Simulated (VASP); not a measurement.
Level of theory: PBE GGA, VASP's PBE PAW potentials (set 64) (plane waves; VASP).

Input for VASP

**POSCAR**
```
Br
1
    2.2400000000    -3.3350000000     0.0000000000
    2.2400000000     3.3350000000     0.0000000000
    0.0000000000     0.0000000000     8.7200000000
Br
4
Direct
  0.8642020000   0.8628450000   0.8909170000
  0.6400890000   0.6376310000   0.3847970000
  0.3631750000   0.3622570000   0.6116450000
  0.1325340000   0.1372670000   0.1126410000
```

KPOINTS:
```
K-points
0
Gamma
  3 3 3
```

### INCAR
```
ALGO=Normal
EDIFF=1E-6
ENCUT=180
GGA=PE
ISIF=2
ISMEAR=0
LASPH=T
LCHARG=F
LMAXMIX=4
LREAL=F
LWAVE=F
NELM=100
PREC=Accurate
SIGMA=0.02
SYSTEM=Br
```

POTCAR, in this order: Br (PBE.64 set). Program: vasp_std.

Question: What will the output report for the number of irreducible k-points (NKPTS), largest plane-wave count, number of space-group operations, FFT grid (NGX, NGY, NGZ)?

Answer: 
* **number of irreducible k-points (NKPTS)**: 14
* **largest plane-wave count**: 731
* **number of space-group operations**: 1
* **FFT grid (NGX, NGY, NGZ)**: 18 × 18 × 40

The structure is a typed Br crystal. The cell was not relaxed at this level, atoms are displaced from their ideal sites. The k-mesh is coarse (spacing up to 0.56 per Å, 2π included), so the numbers may not be converged in it. The run is one of a series of settings (ENCUT = 180, KPOINTS 3×3×3 Γ-centred mesh against the base run), some of them coarse on purpose.
